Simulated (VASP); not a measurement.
PtSe2 (Sudovikovite):

```
Pt Se
1.0
     3.72400    0.00000    0.00000
    -1.86200    3.22508    0.00000
     0.00000    0.00000    5.06200
Pt Se
1 2
Direct
  0.00000 0.00000 0.00000
  0.33333 0.66667 0.25000
  0.66667 0.33333 0.75000
```

* Program: VASP 6.6.1
* Task: relaxation of cell and atoms
* Functional: r2SCAN
* Potentials or basis: VASP PAW PBE potentials, release 64 (Pt, Se)
* Cutoff: 600 eV
* k mesh: 9 × 9 × 5
* Occupations: gaussian, width 0.03 eV
* Spin: no spin polarisation

At the start: pressure 5.0 GPa; volume 20.27 Å³/atom.

Problem. How do energy, volume and symmetry change on relaxing?

Solution. Over 20 steps the energy falls by 24.1 meV/atom and the volume is 23.09 Å³/atom (+13.9 %); space group P-3m1 (No. 164, to 0.05 Å).

The path:
| step | energy change (eV) | largest force (eV/Å) | pressure (GPa) | volume (Å³) |
| --- | --- | --- | --- | --- |
| 1 | 0.0000 | 0.3766 | 5.02 | 60.80 |
| 2 | 0.0563 | 0.8011 | -6.54 | 66.55 |
| 3 | -0.0335 | 0.1149 | 0.03 | 62.88 |
| 4 | -0.0335 | 0.1058 | 0.13 | 62.84 |
| 5 | -0.0376 | 0.1183 | 0.13 | 63.07 |
| 6 | -0.0468 | 0.1554 | 0.17 | 63.76 |
| 7 | -0.0539 | 0.2361 | 0.44 | 65.07 |
| 8 | -0.0576 | 0.2279 | 0.19 | 65.56 |
| 9 | -0.0655 | 0.2012 | -0.46 | 67.02 |
| 10 | -0.0683 | 0.1405 | -1.38 | 69.97 |
| 11 | -0.0692 | 0.1571 | -1.07 | 68.91 |
| 12 | -0.0721 | 0.0064 | -0.12 | 68.98 |
| 13 | -0.0721 | 0.0153 | 0.02 | 68.99 |
| 14 | -0.0721 | 0.0198 | 0.04 | 68.99 |
| 15 | -0.0722 | 0.0166 | 0.04 | 69.02 |
| 16 | -0.0723 | 0.0096 | 0.07 | 69.11 |
| 17 | -0.0723 | 0.0045 | 0.12 | 69.29 |
| 18 | -0.0724 | 0.0026 | 0.10 | 69.21 |
| 19 | -0.0724 | 0.0250 | -0.12 | 69.37 |
| 20 | -0.0724 | 0.0089 | 0.01 | 69.27 |

Final structure:
```
Pt Se
1.0
     3.71899    0.00000    0.00000
    -1.85950    3.22074    0.00000
     0.00000    0.00000    5.78352
Pt Se
1 2
Cartesian
  0.0000 0.0000 0.0000
  0.0000 2.1472 1.3115
  1.8595 1.0736 4.4720
```

Caveat: the PAW data sets were made with another functional, which shifts forces and pressure a little; the volume moved by +14 % from the deposited cell, more than functionals usually miss.
